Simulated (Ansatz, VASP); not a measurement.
# Hf (Hafnium) in two plane-wave programs, part 2 of 2

One calculation is typed for both programs; each brings its own data sets. How far apart do they land? The cell is taken from a series of runs on this material, whose earlier steps may have relaxed, scaled, displaced or heated it; both programs get it as it stands.

VASP 6.6.1 and Ansatz 0.2.0.

So far: The starting structure; VASP: zone-centre phonons, LDA.

## Step 3: Ansatz: zone-centre phonons, LDA

Level of this step: Ansatz beside VASP: Kohn-Sham DFT, plane waves, LDA (Ansatz).

Ansatz runs on its PAW soft_1 files.

The same cell, functional (in two slightly different forms), mesh and smearing now go to Ansatz, which takes its cutoff from its data sets.

Input file input.yaml:

```yaml
crystal:
  lattice:
    - [3.0894065243, 0.0, 0.0]
    - [-1.5447032622, 2.6755045327, 0.0]
    - [0.0, 0.0, 4.9777574259]
  atoms:
    - { symbol: Hf, position: [0.3333333333, 0.6666666667, 0.25] }
    - { symbol: Hf, position: [0.6666666667, 0.3333333333, 0.75] }
kpoints:
  mp_grid: { grid: [15, 15, 8] }
hamiltonian:
  xc: lda
  pseudopotentials: { kind: paw, azcp: { folder: soft_1 }, xc_functional: pbe }
scf:
  occupations: { method: methfessel_paxton, width: 0.2 }
output:
  eigenvalues: true
phonons:
  method: dfpt
```

Run with:

```sh
$ ansatz run input.yaml --threads 4 --pin off --max-ram 10240MiB --backend cpu --events-out ev --progress --plain --runs-dir out
```

Numbers of over 12 decimals in the logs are rounded to 6 here.

What it wrote:

```text
zone centre: on kpoints.mp_grid the ground state, and the responses unless they are solved on pairs of k-points, stand on 320 of the mesh's 1800 k-points, reduced under 4 symmetry operations, with k and −k counted as one. Each operation leaves every solved displacement unchanged or reverses it
Engine: ansatz 0.2.0, aarch64-unknown-linux-gnu
Pseudopotentials: kind: paw
Pseudopotential: Hf, paw, valence charge 26, recommended cutoff 420 eV (normal), soft_1/Hf.paw.azcp
Functional definition: SPW92
  exchange = slater_x
  correlation = pw_c
Crystal: 2 atoms, lattice volume = 41.145 Å³
Basis set: ecut = 420 eV, 785 PW (Γ), exchange–correlation on 48×48×72 points (8 copies of the dense FFT grid, shifted against one another)
Bands: 32, of which v1, the nominal top of the filled ones, is band 26 counted from 1 (25 counted from 0)
Symmetry: 24 space group operations
k-points: 320 of 1800 (irreducible under 4 space group operations, time reversal used)
Non-local potential: Hf, projectors of the file, l = 0: 3, l = 1: 2, l = 2: 2, l = 3: 3
PAW form: soft (Blöchl's): semilocal exchange-correlation on the pseudo side does not see the compensation charge
PAW frozen core: Hf, regenerated for the run's functional, and the local potential with it (the file was generated under x = pbe(κ = 0.804, μ = 0.219515), c = pbe(β = 0.066725))
PAW one-centre angular grid: Hf, 590 points (default); XC on 64 Gauss nodes
Initial density: superposition of atomic densities (chi_scale 0.1, normalization cell)
Initial wavefunctions: pseudopotential atomic-orbital guess
Functional: x = slater, c = lda
SCF iter   1: F=—  HF=-30955.196744 eV  |F-HF|=—  |Δ(HF+E_count)|=         —  Δρ=3.42e-2  dr2=5.57e-1  ethr=3.10e-3  ⟨swp⟩=4.9  Hψ=34657  notcnv=0
preconditioner: auto → Kerker (q_TF=auto, 2.837 Å⁻¹)  [metal: Δε(μ)=0.024 eV  Ē_g=16.989 eV  σ=0.200 eV  W_gap=0.10  n_scr=22 (ndim 8)  ℏωp=40.1 eV  f_vac=0.000  D(μ)=1.43/eV (n_scr^D=8)]
SCF iter   2: F=—  HF=-30955.066946 eV  |F-HF|=—  |Δ(HF+E_count)|=   1.30e-1  S|Δr|=    0.00e0  Δρ=2.11e-2  dr2=2.13e-1  ethr=1.07e-3  ⟨swp⟩=2.3  Hψ=19266  notcnv=0  defer=13
SCF iter   3: F=—  HF=-30955.016682 eV  |F-HF|=—  |Δ(HF+E_count)|=   5.03e-2  S|Δr|=    0.00e0  Δρ=8.38e-3  dr2=3.29e-2  ethr=4.10e-4  ⟨swp⟩=2.0  Hψ=15955  notcnv=0  defer=31
SCF iter   4: F=—  HF=-30954.978492 eV  |F-HF|=—  |Δ(HF+E_count)|=   3.82e-2  S|Δr|=    0.00e0  Δρ=3.09e-3  dr2=1.88e-3  ethr=6.33e-5  ⟨swp⟩=2.0  Hψ=18441  notcnv=0  defer=31
SCF iter   5: F=—  HF=-30954.979443 eV  |F-HF|=—  |Δ(HF+E_count)|=   9.51e-4  S|Δr|=    0.00e0  Δρ=5.92e-4  dr2=1.28e-4  ethr=3.62e-6  ⟨swp⟩=2.4  Hψ=15523  notcnv=0  defer=31
SCF iter   6: F=—  HF=-30954.979557 eV  |F-HF|=—  |Δ(HF+E_count)|=   1.15e-4  S|Δr|=    0.00e0  Δρ=1.26e-4  dr2=5.09e-6  ethr=2.46e-7  ⟨swp⟩=2.0  Hψ=18440  notcnv=0  defer=31
SCF iter   7: F=—  HF=-30954.979567 eV  |F-HF|=—  |Δ(HF+E_count)|=   9.70e-6  S|Δr|=    0.00e0  Δρ=2.62e-5  dr2=2.80e-7  ethr=9.80e-9  ⟨swp⟩=2.2  Hψ=18667  notcnv=0  defer=131
SCF iter   8: F=—  HF=-30954.979567 eV  |F-HF|=—  |Δ(HF+E_count)|=   4.97e-8  S|Δr|=    0.00e0  Δρ=4.95e-6  dr2=9.85e-9  ethr=5.38e-10  ⟨swp⟩=2.7  Hψ=18515  notcnv=0  defer=135
SCF iter   9: F=—  HF=-30954.979567 eV  |F-HF|=—  |Δ(HF+E_count)|=   3.83e-9  S|Δr|=    0.00e0  Δρ=8.10e-7  dr2=2.13e-10  ethr=1.90e-11  ⟨swp⟩=2.1  Hψ=16958  notcnv=0  defer=135
SCF iter  10: F=—  HF=-30954.979567 eV  |F-HF|=—  |Δ(HF+E_count)|=  3.64e-12  S|Δr|=    0.00e0  Δρ=2.31e-7  dr2=1.34e-11  ethr=1.00e-12  ⟨swp⟩=2.1  Hψ=13914  notcnv=0  defer=135
SCF iter  11: F=-30954.979567 eV  HF=-30954.979567 eV  |F-HF|=0.00e0  |Δ(HF+E_count)|=  7.28e-12  S|Δr|=    0.00e0  Δρ=4.95e-8  dr2=3.94e-13  ethr=1.00e-12  ⟨swp⟩=9.4  Hψ=56355  notcnv=0
the search or the solves at the SCF's close seem to have found levels that the self-consistency loop had missed (the run counts 1). By its estimate they hold under 1e-12 electrons; where the run keeps them, the occupations were computed again with them
SCF 1 converged in 11 iterations: F = -30954.979567 eV  dr2 = 3.94e-13
  greatest PAW one-centre occupation: 0.998 electrons in one spin orbital (limit 2), on the Hf atom at site 1 (counted from 0), in its partial waves of l = 3
DFPT response loops at Γ: preconditioner auto → Kerker (q_TF=auto, 2.837 Å⁻¹) (partly filled bands, converged f_vac=0.000); β = 1.00, the filter's whole step (`scf.mixing.beta` (0.50) is not read by the response loops under this deck's `scf.mixing.preconditioner`; to damp them name `kerker` or `kerker_dos`, under which they read `scf.mixing.beta`, and type it under 1.00, their step now; both keys bind the ground state too); Broyden in place of MSR1
SCF converged after 11 iterations
Stability not checked: this state was not tested for a lower state beside it, because cold or Methfessel-Paxton smearing, or corrected tetrahedra, fill the levels in a way that the test cannot read (fill_not_monotonic; see scf.lower_state_search)
Free energy (F): -30954.979567 eV
Harris-Foulkes:  -30954.979567 eV  (|F-HF|=0.00e0)
Internal energy: -30954.981667 eV  (E = F + TS)
E sigma→0 (E₀):  -30954.980092 eV
Entropy (-TS):   0.002100 eV (1.050 meV/atom)
Fermi energy:    19.575327 eV
--- Per-component energies (eV) ---
  E_band       = 61.585844
  E_kinetic    = 826.116854
  E_local      = -12198.207791  (includes V_loc(G=0)·N_el)
  E_nonlocal   = 142.771835
  E_hartree    = 5968.509922
  E_xc         = -531.384870
  E_vxc        = -513.214840  (∫ρ·V_xc dr)
  E_paw        = -14907.735021  (= ΣΔE_a)
  E_vpaw       = -132.900267  (= ΣTr[D̂ρ^β])
  E_aug_tail   = 0.000218  (compensation charges beyond the density's cutoff)
  E_ewald      = -10259.966989
  E_core_change = 4.914176  (= ΣΔE_core)
  E_smearing   = 0.002100  (= −TS)
  E_closure    = -0.000000  (closes the sum)
  Σ components = -30954.979567   (vs F -30954.979567, Δ=0.00e0)
--- Band table (eV; the first three rows and the last of 320) ---
  k-point 0: bands = [... 22 lower, 11.9325, 15.5359, 20.4941, 20.7231, 20.7231, 20.8013, 21.5784, 21.5784, ... 2 higher]
  k-point 1: bands = [... 22 lower, 12.0879, 15.4809, 20.2455, 20.6475, 20.6475, 20.6759, 21.4601, 21.4601, ... 2 higher]
  k-point 2: bands = [... 22 lower, 12.5349, 15.2553, 19.7660, 20.3443, 20.5363, 20.5363, 21.1799, 21.1799, ... 2 higher]
  k-point 319: bands = [... 22 lower, 16.5297, 16.5297, 18.7385, 18.7385, 19.5599, 19.5599, 21.8423, 21.8423, ... 2 higher]
--- Phonons (Γ-DFPT): 2 representative perturbations + reference, on 320 of 1800 k-points (Σ response iterations 6) ---
  k mesh reduced under 4 symmetry operations, with k and −k counted as one. Each operation leaves every solved displacement unchanged or reverses it
  ASR residual: 4.399e-5 → 0.000e0 eV/Å²; symmetrization residual: 1.338e-9 eV/Å²
  ASR residual per site (eV/Å²): 4.40e-5 4.40e-5
  Γ frequencies (cm⁻¹): 0.00 0.00 0.00 68.69 68.69 112.48
  non-analytic LO–TO correction: not included (Born effective charges unavailable; polar crystals: no LO–TO splitting at Γ)
```

The column dr2 measures how far the density is from self-consistency, as an energy; F and HF (Harris–Foulkes) agree once it is small.

## Step 4: Comparison

Known differences besides the potentials themselves: the data sets hold 52 valence electrons in Ansatz (on its PAW soft_1 files) and 20 in VASP; the cutoff is 420 eV in Ansatz and 500 eV in VASP; VASP's log shows a relativistic correction to its local exchange, Ansatz's none. Total energies have different zeros and are not compared.

The two programs side by side:

| quantity | Ansatz | VASP | difference |
| --- | --- | --- | --- |
| optical mode 1 to 2 (cm⁻¹) | 68.7 | 67.6 | +1.57 % |
| optical mode 3 (cm⁻¹) | 112.5 | 113.5 | -0.87 % |

Modes are paired by rising frequency, not by their patterns, so a pair may set unlike modes beside each other; they are those without the splitting of longitudinal modes.

## Step 5: Results

```json
{"r.m.s. difference of the optical zone-centre modes, each program's sorted by frequency (zone-centre phonons, LDA)": "1.0 cm⁻¹", "difference in optical mode 1 to 2 (zone-centre phonons, LDA)": "+1.6 %"}
```

In words: The r.m.s. difference of the optical zone-centre modes, each program's sorted by frequency is 1.0 cm⁻¹ (zone-centre phonons, LDA). The data sets hold unlike numbers of valence electrons (52 in Ansatz and 20 in VASP), so part of the differences comes from the potentials. Among the rows given in per cent, the largest difference of the zone-centre phonons, LDA pair is in optical mode 1 to 2, +1.6 %. How closely two codes agree says nothing of how well the functional describes the real material.

[Lines on the potential files, build, host, timing and source positions are cut from VASP's logs without a mark.]

[Logs are printed without paths, hosts, clocks, repeated set-up lines and the standing remarks that a program may print on its own settings, such as how far it seeks lower states.]

[Hosts, paths, dates, database ids (printed as entryN), source tags and the programs' standing remarks are cut or masked in the printed files.]
